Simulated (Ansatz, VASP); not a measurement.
# Cross-check of Be2Si between VASP and Ansatz

Wanted: the spread between two codes on one cell, functional and k mesh. The cell is generated by rule, not measured, and may not be a known phase. The cell is taken from a series of runs on this material, whose earlier steps may have relaxed, scaled, displaced or heated it; both programs get it as it stands.

Main program and level: Ansatz 0.2.0; plane waves, with VASP 6.6.1 beside it; zone-centre phonons at PBEsol.

The structure was built from a prototype and need not be the compound's stable phase.

## Step 1: Set-up

Symmetry: R3m, No. 160, trigonal system. Conventional cell: a = 5.832 Å, b = 5.832 Å, c = 7.849 Å, α = 90.00°, β = 90.00°, γ = 120.00°. Si has 4 Be at 2.12 to 2.23 Å nearest. Nearest to Si lie 7 Be at 2.06 to 2.26 Å. Be has 3 Si at 2.21 to 2.26 Å and 3 Be at 2.24 to 2.44 Å nearest. Nearest to Be lie 2 Si at 2.06 to 2.12 Å and 3 Be at 2.44 Å. Farther neighbours are not listed.

## Step 2: VASP: zone-centre phonons, PBEsol

Second derivatives magnify differences that forces hide, and they need a tight electronic threshold.

Lines of VASP's logs that name or quote its potential files are left out, and so is its time.

Contents of INCAR:

```
SYSTEM = Be2Si
PREC = Accurate
ENCUT = 600
EDIFF = 1E-08
NELM = 120
ISMEAR = 0
SIGMA = 0.01
LREAL = .FALSE.
ALGO = Normal
GGA = PS
NBANDS = 14
LORBIT = 11
LWAVE = .FALSE.
LCHARG = .FALSE.
ISIF = 2
IBRION = 8
LASPH = .TRUE.
GGA_COMPAT = .FALSE.
KPAR = 2
```

Contents of POSCAR:

```
Be2Si
1.0
    2.9162469920      1.6836959858      2.6162775645
   -2.9162469920      1.6836959858      2.6162775645
    0.0000000000     -3.3673919717      2.6162775645
Si Be
2 4
Direct
    0.9443294699      0.9443294699      0.9443294699
    0.4115257125      0.4115257125      0.4115257125
    0.3043275018      0.9196266703      0.3043275018
    0.6745304306      0.6745304306      0.6745304306
    0.9196266703      0.3043275018      0.3043275018
    0.3043275018      0.3043275018      0.9196266703
```

Contents of KPOINTS:

```
Automatic mesh
0
Gamma
9 9 9
0 0 0
```

The projector-augmented-wave data sets are Si and Be (PBE family, release 64).

On the command line:

```sh
$ mpirun -np 2 vasp_std
```

Numbers of over 12 decimals in the logs are rounded to 6 here.

The log of the run:

```text
[banner, memory and clock lines left out]
running    2 mpi-ranks, on    1 nodes
 distrk:  each k-point on    1 cores,    2 groups
 distr:  one band on    1 cores,    1 groups

 POSCAR found type information on POSCAR SiBe
 POSCAR found :  2 types and       6 ions
|                                                                             |
|               ----> ADVICE to this user running VASP <----                  |
|                                                                             |
|     You enforced a specific xc type in the INCAR file but a different       |
|     [... a line on the potential file left out ...]
|     I HOPE YOU KNOW WHAT YOU ARE DOING!                                     |
|                                                                             |

 LDA part: xc-table for (Slater+PW92), standard interpolation
 POSCAR, INCAR and KPOINTS ok, starting setup
 FFT: planning ... GRIDC
 FFT: planning ... GRID_SOFT
 FFT: planning ... GRID
 WAVECAR not read
 entering main loop
       N       E                     dE             d eps       ncg     rms          rms(c)
DAV:   1     0.200690962840E+02    0.20069E+02   -0.63865E+03  2380   0.104E+03
DAV:   2    -0.223489561325E+02   -0.42418E+02   -0.38488E+02  3112   0.148E+02
DAV:   3    -0.243907091899E+02   -0.20418E+01   -0.19599E+01  3308   0.319E+01
DAV:   4    -0.244256711900E+02   -0.34962E-01   -0.34900E-01  2824   0.465E+00
DAV:   5    -0.244264885053E+02   -0.81732E-03   -0.81705E-03  3398   0.656E-01    0.582E+00
DAV:   6    -0.239253421322E+02    0.50115E+00   -0.48952E-01  2974   0.398E+00    0.327E+00
DAV:   7    -0.237971091305E+02    0.12823E+00   -0.31632E-01  3316   0.311E+00    0.820E-01
DAV:   8    -0.237945499151E+02    0.25592E-02   -0.30811E-02  2788   0.123E+00    0.310E-01
DAV:   9    -0.237943097255E+02    0.24019E-03   -0.17683E-03  3310   0.301E-01    0.105E-01
DAV:  10    -0.237942750622E+02    0.34663E-04   -0.15138E-04  3040   0.794E-02    0.451E-02
DAV:  11    -0.237942730082E+02    0.20540E-05   -0.16274E-05  3232   0.275E-02    0.118E-02
DAV:  12    -0.237942719126E+02    0.10956E-05   -0.44226E-06  3088   0.127E-02    0.517E-03
DAV:  13    -0.237942717875E+02    0.12507E-06   -0.43826E-07  3184   0.490E-03    0.836E-04
DAV:  14    -0.237942717767E+02    0.10765E-07   -0.39023E-08  3118   0.135E-03    0.417E-04
DAV:  15    -0.237942717789E+02   -0.22058E-08   -0.36584E-09  2126   0.466E-04
   1 F= -.23794272E+02 E0= -.23794188E+02  d E =-.166813E-03
 Linear response reoptimize wavefunctions to high precision
DAV:   1    -0.237942717778E+02    0.11328E-08   -0.41413E-10  2204   0.188E-04
DAV:   2    -0.237942717778E+02   -0.11255E-10   -0.53689E-11  1940   0.778E-05
 Linear response DOF=           8
 Linear response progress:
  Degree of freedom:   1/  8
       N       E                     dE             d eps       ncg     rms          rms(c)
RMM:   1    -0.211969213295E-01   -0.21197E-01    0.10974E-02 25207   0.821E-01
RMM:   2    -0.191129718941E-01    0.20839E-02   -0.94139E-04 16210   0.192E-01    0.549E-02
RMM:   3    -0.191573961985E-01   -0.44424E-04   -0.18790E-04 16853   0.589E-02    0.270E-02
RMM:   4    -0.192379223057E-01   -0.80526E-04   -0.59522E-05 17382   0.300E-02    0.962E-03
RMM:   5    -0.192344808768E-01    0.34414E-05   -0.28476E-06 17550   0.850E-03    0.175E-03
RMM:   6    -0.192393136002E-01   -0.48327E-05   -0.92950E-07 17432   0.293E-03    0.782E-04
RMM:   7    -0.192343200257E-01    0.49936E-05    0.14756E-07 17858   0.118E-03    0.220E-04
RMM:   8    -0.192349734290E-01   -0.65340E-06   -0.29795E-08 18535   0.191E-04    0.279E-05
RMM:   9    -0.192350659282E-01   -0.92499E-07   -0.17407E-08 18426   0.474E-05    0.107E-05
RMM:  10    -0.192350808526E-01   -0.14924E-07   -0.94258E-09 18911   0.222E-05    0.165E-06
RMM:  11    -0.192350702883E-01    0.10564E-07    0.11056E-09 18171   0.109E-05    0.928E-07
RMM:  12    -0.192350722351E-01   -0.19468E-08   -0.17061E-09 15083   0.789E-06    0.201E-07
 first order change of Fermi-energy   0.40559E-04
 force on displaced ion       1 direction 1 :  -0.580   0.002   0.001
 Linear response progress:
  Degree of freedom:   2/  8
       N       E                     dE             d eps       ncg     rms          rms(c)
RMM:   1    -0.278444272904E-01   -0.27844E-01    0.16517E-02  6168   0.997E-01
RMM:   2    -0.232226469839E-01    0.46218E-02   -0.15995E-03  3807   0.248E-01    0.138E-01
RMM:   3    -0.229831794786E-01    0.23947E-03   -0.14361E-03  3700   0.144E-01    0.588E-02
RMM:   4    -0.231769028167E-01   -0.19372E-03   -0.17674E-04  3946   0.538E-02    0.247E-02
RMM:   5    -0.232595183894E-01   -0.82616E-04   -0.11189E-05  3996   0.164E-02    0.691E-03
RMM:   6    -0.232991618973E-01   -0.39644E-04   -0.11640E-06  4054   0.576E-03    0.285E-03
RMM:   7    -0.232927843167E-01    0.63776E-05   -0.31084E-07  4024   0.232E-03    0.886E-04
RMM:   8    -0.232971502722E-01   -0.43660E-05   -0.45864E-08  4115   0.932E-04    0.208E-04
RMM:   9    -0.232958546184E-01    0.12957E-05   -0.45566E-09  4150   0.272E-04    0.296E-05
RMM:  10    -0.232957919206E-01    0.62698E-07    0.31294E-09  4363   0.479E-05    0.932E-06
RMM:  11    -0.232958092207E-01   -0.17300E-07   -0.80023E-09  4258   0.203E-05    0.247E-06
RMM:  12    -0.232958082829E-01    0.93778E-09    0.29458E-09  4334   0.896E-06    0.787E-07
[...]
force on displaced ion       2 direction 1 :  -7.595   0.004  -0.001
 Linear response progress:
  Degree of freedom:   4/  8
       N       E                     dE             d eps       ncg     rms          rms(c)
RMM:   1    -0.268556588026E-01   -0.26856E-01    0.50872E-02  6043   0.107E+00
RMM:   2    -0.239348086665E-01    0.29209E-02   -0.13811E-03  3786   0.241E-01    0.135E-01
RMM:   3    -0.236887161748E-01    0.24609E-03   -0.13467E-03  3623   0.142E-01    0.549E-02
RMM:   4    -0.239301637739E-01   -0.24145E-03   -0.24090E-04  3907   0.617E-02    0.194E-02
RMM:   5    -0.239978224581E-01   -0.67659E-04   -0.11427E-05  3995   0.164E-02    0.607E-03
RMM:   6    -0.240307609434E-01   -0.32938E-04   -0.88232E-07  4052   0.519E-03    0.268E-03
RMM:   7    -0.240272289454E-01    0.35320E-05   -0.24679E-07  4067   0.228E-03    0.896E-04
RMM:   8    -0.240325906946E-01   -0.53617E-05   -0.86350E-08  4057   0.119E-03    0.289E-04
RMM:   9    -0.240301728403E-01    0.24179E-05   -0.10870E-08  4078   0.459E-04    0.250E-05
RMM:  10    -0.240300540661E-01    0.11877E-06   -0.16521E-09  4322   0.924E-05    0.914E-06
RMM:  11    -0.240300601633E-01   -0.60972E-08    0.42238E-09  4245   0.242E-05    0.398E-06
 first order change of Fermi-energy  -0.34604E+00
 force on displaced ion       2 direction 3 :  -0.000   0.000 -19.427
 Linear response progress:
  Degree of freedom:   5/  8
       N       E                     dE             d eps       ncg     rms          rms(c)
RMM:   1    -0.114989065071E-01   -0.11499E-01    0.14446E-02 27166   0.610E-01
RMM:   2    -0.107967072617E-01    0.70220E-03   -0.63304E-04 16336   0.154E-01    0.928E-02
RMM:   3    -0.105500273831E-01    0.24668E-03   -0.59834E-04 16230   0.979E-02    0.391E-02
RMM:   4    -0.106312835383E-01   -0.81256E-04   -0.11542E-04 17088   0.466E-02    0.128E-02
RMM:   5    -0.106635210465E-01   -0.32238E-04   -0.58425E-06 17502   0.131E-02    0.410E-03
RMM:   6    -0.106754037580E-01   -0.11883E-04   -0.40527E-07 17651   0.330E-03    0.110E-03
RMM:   7    -0.106738049914E-01    0.15988E-05   -0.93095E-08 17716   0.142E-03    0.290E-04
RMM:   8    -0.106747403884E-01   -0.93540E-06   -0.14187E-08 17908   0.569E-04    0.979E-05
RMM:   9    -0.106744229089E-01    0.31748E-06    0.93665E-09 18351   0.142E-04    0.260E-05
RMM:  10    -0.106743686897E-01    0.54219E-07    0.18284E-09 19038   0.455E-05    0.101E-05
RMM:  11    -0.106743844703E-01   -0.15781E-07   -0.81815E-10 18386   0.205E-05    0.218E-06
RMM:  12    -0.106743849827E-01   -0.51242E-09   -0.73195E-10 18218   0.792E-06    0.450E-07
 first order change of Fermi-energy   0.89650E-01
 force on displaced ion       3 direction 1 :  -7.658   5.000   1.076
 Linear response progress:
  Degree of freedom:   6/  8
       N       E                     dE             d eps       ncg     rms          rms(c)
RMM:   1    -0.110411337442E-01   -0.11041E-01    0.56047E-03 14674   0.561E-01
RMM:   2    -0.102606200993E-01    0.78051E-03   -0.56176E-04  9147   0.140E-01    0.929E-02
RMM:   3    -0.100329647116E-01    0.22766E-03   -0.55202E-04  9227   0.929E-02    0.389E-02
RMM:   4    -0.101157090021E-01   -0.82744E-04   -0.11628E-04  9617   0.456E-02    0.123E-02
RMM:   5    -0.101408611778E-01   -0.25152E-04   -0.50627E-06  9763   0.129E-02    0.409E-03
RMM:   6    -0.101515399381E-01   -0.10679E-04   -0.43863E-07  9935   0.324E-03    0.973E-04
RMM:   7    -0.101488503840E-01    0.26896E-05   -0.10385E-07  9831   0.142E-03    0.330E-04
RMM:   8    -0.101497342835E-01   -0.88390E-06   -0.11978E-08 10090   0.474E-04    0.706E-05
RMM:   9    -0.101496897412E-01    0.44542E-07   -0.27713E-09 10465   0.881E-05    0.256E-05
RMM:  10    -0.101495994713E-01    0.90270E-07   -0.41918E-09 10312   0.486E-05    0.112E-05
RMM:  11    -0.101496175188E-01   -0.18048E-07   -0.34949E-09 10410   0.177E-05    0.119E-06
RMM:  12    -0.101496200724E-01   -0.25536E-08   -0.51534E-10  9955   0.763E-06    0.453E-07
 first order change of Fermi-energy   0.50829E-01
 force on displaced ion       3 direction 3 :   1.071  -0.618  -5.446
 Linear response progress:
  Degree of freedom:   7/  8
       N       E                     dE             d eps       ncg     rms          rms(c)
RMM:   1    -0.920480382709E-02   -0.92048E-02   -0.30398E-03 23923   0.456E-01
RMM:   2    -0.854907010856E-02    0.65573E-03   -0.41093E-04 16603   0.112E-01    0.562E-02
RMM:   3    -0.852952083771E-02    0.19549E-04   -0.11028E-04 16957   0.460E-02    0.285E-02
RMM:   4    -0.860929898319E-02   -0.79778E-04   -0.54271E-05 17098   0.322E-02    0.658E-03
RMM:   5    -0.861913791614E-02   -0.98389E-05   -0.19937E-06 17595   0.819E-03    0.158E-03
RMM:   6    -0.861850300802E-02    0.63491E-06   -0.35774E-08 17670   0.186E-03    0.362E-04
RMM:   7    -0.861660738697E-02    0.18956E-05   -0.51414E-08 17812   0.620E-04    0.116E-04
RMM:   8    -0.861655958132E-02    0.47806E-07    0.14955E-09 18228   0.186E-04    0.182E-05
RMM:   9    -0.861654233344E-02    0.17248E-07   -0.22444E-09 18519   0.356E-05    0.510E-06
RMM:  10    -0.861653899338E-02    0.33401E-08    0.37305E-09 18953   0.114E-05    0.181E-06
 first order change of Fermi-energy  -0.33616E-04
 force on displaced ion       4 direction 1 :   1.646  -0.005  -0.001
 Linear response progress:
  Degree of freedom:   8/  8
       N       E                     dE             d eps       ncg     rms          rms(c)
RMM:   1    -0.134916050325E-01   -0.13492E-01    0.14779E-02  6355   0.664E-01
RMM:   2    -0.119497105660E-01    0.15419E-02   -0.86356E-04  3781   0.181E-01    0.117E-01
RMM:   3    -0.115391069840E-01    0.41060E-03   -0.88778E-04  3841   0.115E-01    0.523E-02
RMM:   4    -0.116133778474E-01   -0.74271E-04   -0.16884E-04  3990   0.547E-02    0.182E-02
RMM:   5    -0.116568737433E-01   -0.43496E-04   -0.10768E-05  4022   0.170E-02    0.521E-03
RMM:   6    -0.116676490925E-01   -0.10775E-04   -0.73806E-07  4031   0.441E-03    0.102E-03
RMM:   7    -0.116654875434E-01    0.21615E-05   -0.15292E-07  4023   0.161E-03    0.413E-04
RMM:   8    -0.116659941609E-01   -0.50662E-06   -0.59352E-09  4184   0.458E-04    0.725E-05
RMM:   9    -0.116659663019E-01    0.27859E-07    0.86152E-11  4256   0.660E-05    0.334E-05
RMM:  10    -0.116660106806E-01   -0.44379E-07    0.46639E-10  4247   0.294E-05    0.517E-06
RMM:  12    -0.116659977307E-01    0.23330E-08    0.95704E-11  4120   0.607E-06    0.304E-07
 first order change of Fermi-energy   0.61521E+00
 force on displaced ion       4 direction 3 :   0.000   0.000 -17.303
 Linear response finished
```

[end of part 1 of 2]

[Lines on the potential files, build, host, timing and source positions are cut from VASP's logs without a mark.]

[Logs are printed without paths, hosts, clocks, repeated set-up lines and the standing remarks that a program may print on its own settings, such as how far it seeks lower states.]

[Hosts, paths, dates, database ids (printed as entryN), source tags and the programs' standing remarks are cut or masked in the printed files.]
